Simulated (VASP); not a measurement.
# Which phase of TaN is lowest?, part 2 of 2

Wanted: relative energies and volumes of the phases of TaN at several levels. Phases are named by their space groups. The structure below is that of the P6/mmm phase.

VASP 6.6.1, plane waves and PAW; the level of theory is named at each step.

So far. Step 3 (Energy at another level, r2SCAN): The run ends at a pressure of 4.71 GPa.

**4. Energy at another level, r2SCAN+rVV10 (continued)**

Level of this step: r2SCAN with rVV10; plane waves and PAW (Ta_pv, N) (VASP).

From OUTCAR (step 4):

```text
  LATTYP: Found a hexagonal cell.
 ALAT       =     5.2080212769
 C/A-ratio  =     0.5585051159

 Subroutine GETGRP returns: Found 24 space group operations
 (whereof 24 operations were pure point group operations)

The static configuration has the point symmetry D_6h.

 Found     48 irreducible k-points:

   dimension x,y,z NGX =    40 NGY =   40 NGZ =   24
   dimension x,y,z NGXF=    80 NGYF=   80 NGZF=   48

   ENCUT  =  520.0 eV  38.22 Ry    6.18 a.u.   9.68  9.68  5.41*2*pi/ulx,y,z

   NELECT =      48.0000    total number of electrons

 E-fermi :   8.0607

 k-point     1 :       0.0000    0.0000    0.0000
  band No.  band energies     occupation
    ...
     21       4.8160      2.00000
     22       5.4107      2.00000
     23       5.9602      2.00000
     24       6.9560      2.00000
     25       6.9560      2.00000
     26       9.0526     -0.00000
     27       9.0526     -0.00000
     28       9.6047     -0.00000
     29      10.4010     -0.00000
     30      10.4010     -0.00000

 k-point     2 :       0.1429   -0.0000    0.0000
  band No.  band energies     occupation
    ...
     21       4.4487      2.00000
     22       4.8510      2.00000
     23       6.3559      2.00000
     24       7.1637      2.00000
     25       8.0041      1.59112
     26       9.1793     -0.00000
     27       9.3696     -0.00000
     28       9.6580     -0.00000
     29      10.1105     -0.00000
     30      10.5331     -0.00000

  Total        1.4794845      1.4794845      1.3464341     -0.0000000     -0.0000000      0.0000000
  in kB       34.6932482     34.6932481     31.5732768     -0.0000000     -0.0000000      0.0000000
  external PRESSURE =      33.6532577 kB  Pullay stress =       0.0000000 kB

 POSITION                                       TOTAL-FORCE (eV/Angst)
 -----------------------------------------------------------------------------------
      0.00000      0.00000      0.00000        -0.000000      0.000000      0.000000
     -0.00000      3.00685      1.45435        -0.000000      0.000000     -0.000000
      2.60401      1.50343      1.45435         0.000000     -0.000000      0.000000
      2.60401      0.00000      0.00000        -0.000000      0.000000      0.000000
      1.30201      2.25514      0.00000         0.000000      0.000000      0.000000
     -1.30201      2.25514      0.00000         0.000000      0.000000      0.000000
 -----------------------------------------------------------------------------------
    total drift:                               -0.000000      0.000000     -0.000000

  FREE ENERGIE OF THE ION-ELECTRON SYSTEM (eV)
  ---------------------------------------------------
  free  energy   TOTEN  =      -177.6500570536 eV

  energy  without entropy=     -177.6468718028  energy(sigma->0) =     -177.64899530

 total charge
# of ion       s       p       d       tot
------------------------------------------
    1        0.279   6.118   2.239   8.637
    2        0.329   6.307   2.394   9.030
    3        0.329   6.307   2.394   9.030
    4        1.261   2.583   0.000   3.844
    5        1.261   2.583   0.000   3.844
    6        1.261   2.583   0.000   3.844
--------------------------------------------------
tot          4.719  26.481   7.028  38.229

[... 2 parts as in an earlier step ...]

[... 7 further parts left out ...]
```

This run gave:

```
energy(sigma→0) of the program : -177.6490 eV
stress, compression positive   : xx, yy, zz 3.47, 3.47, 3.16 GPa
```

The run ends at a pressure of 3.37 GPa.

**5. Energy at another level, LDA**

The relaxed cell is held, and its energy is taken at another level.

Level: LDA; plane waves and PAW (Ta_pv, N).

The input, INCAR:

```
SYSTEM = TaN
PREC = Accurate
ENCUT = 520
EDIFF = 1E-06
NELM = 100
ISMEAR = 1
SIGMA = 0.15
LREAL = .FALSE.
ALGO = Normal
GGA = CA
NBANDS = 30
LASPH = .TRUE.
LORBIT = 11
LWAVE = .FALSE.
LCHARG = .FALSE.
KPAR = 4
```

The input, POSCAR:

```
TaN
1.0
    5.2080212769      0.0000000000      0.0000000000
   -2.6040106385      4.5102787214      0.0000000000
    0.0000000000      0.0000000000      2.9087065269
Ta N
3 3
Direct
    0.0000000000      0.0000000000      0.0000000000
    0.3333333330      0.6666666670      0.5000000000
    0.6666666670      0.3333333330      0.5000000000
    0.5000000000      0.0000000000      0.0000000000
    0.5000000000      0.5000000000      0.0000000000
    0.0000000000      0.5000000000      0.0000000000
```

The input, KPOINTS:

```
Automatic mesh
0
Gamma
7 7 11
0 0 0
```

The projector-augmented-wave data sets are Ta_pv and N (PBE family, release 64).

Launch:

```
> mpirun -np 4 vasp_std
```

Output:

```text
[banner, memory and clock lines left out]
running    4 mpi-ranks, on    1 nodes
[...]
[... a notice as in an earlier step ...]

 LDA part: xc-table for (Slater(with rela. corr.)+CA(PZ))
 , standard interpolation
 POSCAR, INCAR and KPOINTS ok, starting setup
[...]
entering main loop
       N       E                     dE             d eps       ncg     rms          rms(c)
DAV:   1     0.445749070416E+03    0.44575E+03   -0.26371E+04  2880   0.168E+03
DAV:   2    -0.515585693964E+02   -0.49731E+03   -0.48004E+03  3304   0.478E+02
DAV:   3    -0.812267758639E+02   -0.29668E+02   -0.29058E+02  3598   0.110E+02
DAV:   4    -0.818078544125E+02   -0.58108E+00   -0.57550E+00  3592   0.148E+01
[...]
DAV:  12    -0.713377883405E+02    0.48483E-04   -0.35806E-04  3620   0.121E-01    0.190E-02
DAV:  13    -0.713377892666E+02   -0.92609E-06   -0.18333E-05  3680   0.251E-02    0.507E-03
DAV:  14    -0.713377891768E+02    0.89738E-07   -0.15986E-06  2502   0.880E-03
   1 F= -.71337789E+02 E0= -.71336819E+02  d E =-.290942E-02
```

The job ended after 10 s (4 MPI ranks of Intel Xeon 6975P-C (Granite Rapids), shared host; peak memory 0.81 GiB; 38 s of CPU time).

OUTCAR, selected parts (step 5):

```text
  Total       -1.8078538     -1.8078538     -2.5422609      0.0000000      0.0000000      0.0000000
  in kB      -42.3933621    -42.3933620    -59.6148786      0.0000000      0.0000000      0.0000000
  external PRESSURE =     -48.1338676 kB  Pullay stress =       0.0000000 kB

 POSITION                                       TOTAL-FORCE (eV/Angst)
 -----------------------------------------------------------------------------------
      0.00000      0.00000      0.00000         0.000000      0.000000      0.000000
     -0.00000      3.00685      1.45435        -0.000000      0.000000      0.000000
      2.60401      1.50343      1.45435         0.000000      0.000000      0.000000
      2.60401      0.00000      0.00000         0.000000      0.000000      0.000000
      1.30201      2.25514      0.00000         0.000000      0.000000      0.000000
     -1.30201      2.25514      0.00000         0.000000      0.000000      0.000000
 -----------------------------------------------------------------------------------
    total drift:                               -0.000000      0.000000     -0.000000

  FREE ENERGIE OF THE ION-ELECTRON SYSTEM (eV)
  ---------------------------------------------------
  free  energy   TOTEN  =       -71.3377891768 eV

  energy  without entropy=      -71.3348797557  energy(sigma->0) =      -71.33681937

[... 2 parts as in an earlier step ...]

[... 1 further part left out ...]
[key lines of the parts left out:]
E-fermi :   7.7232
```

This run gave:

- energy(sigma→0) of the program: -71.3368 eV
- stress, compression positive: xx, yy, zz -4.24, -4.24, -5.96 GPa

The run ends at a pressure of -4.81 GPa.

**6. The table**

The LDA runs use the data sets made with PBE.

The other members went through these steps as far as the tables show, with one cutoff; 14 runs are not shown. The session took 0.49 core hours (wall time by ranks) on a shared machine.

Energies from the P-62m phase; other levels are single points on the cells relaxed at PBEsol.

| phase | atoms | space group at the start | space group relaxed | volume (Å³/f.u.) | energy, PBEsol (meV/f.u.) | energy, r2SCAN (meV/f.u.) | energy, r2SCAN+rVV10 (meV/f.u.) | energy, LDA (meV/f.u.) |
| --- | --- | --- | --- | --- | --- | --- | --- | --- |
| P-62m | 6 | 189 | 189 | 22.5 | 0.0 | 0.0 | 0.0 | 0.0 |
| P-6m2 | 2 | 187 | 187 | 21.3 | 12.0 | 42.5 | 25.9 | -1.4 |
| Fm-3m | 2 | 225 | 225 | 21.0 | 597.9 | 805.9 | 784.9 | 563.2 |
| P6/mmm | 6 | 191 | 191 | 22.8 | 923.0 | 973.8 | 973.6 | 944.1 |

**7. What came out**

| Quantity | Value |
| --- | --- |
| lowest at PBEsol | P-62m, 12.0 meV/f.u. under P-6m2 |
| lowest at r2SCAN | P-62m, 42.5 meV/f.u. under P-6m2 |
| lowest at r2SCAN+rVV10 | P-62m, 25.9 meV/f.u. under P-6m2 |
| lowest at LDA | P-6m2, 1.4 meV/f.u. under P-62m |

In words: The smallest margin is 0.7 meV per atom, near what these settings resolve. The single points sit under pressure or tension of up to 6.1 GPa in size, which can shift small margins between phases of unlike volume. The levels disagree on the lowest phase: P-62m and P-6m2. Meshes were set by a spacing in reciprocal space, rounded up for each cell and run, and were not tested; margins of about 10 meV per atom that involve metallic or gapless phases need denser ones. Dielectric columns are linear response at the first level, on meshes of their own. Only the first level is at its own zero pressure; the others are single points under whatever pressure they find in these cells, which can shift small differences. Vibrations, surfaces and strain are left out.

[Lines on the potential files, build, host, timing and source positions are cut from VASP's logs without a mark.]

[Logs are printed without paths, hosts, clocks, repeated set-up lines and the standing remarks that a program may print on its own settings, such as how far it seeks lower states.]

[Hosts, paths, dates, database ids (printed as entryN), source tags and the programs' standing remarks are cut or masked in the printed files.]
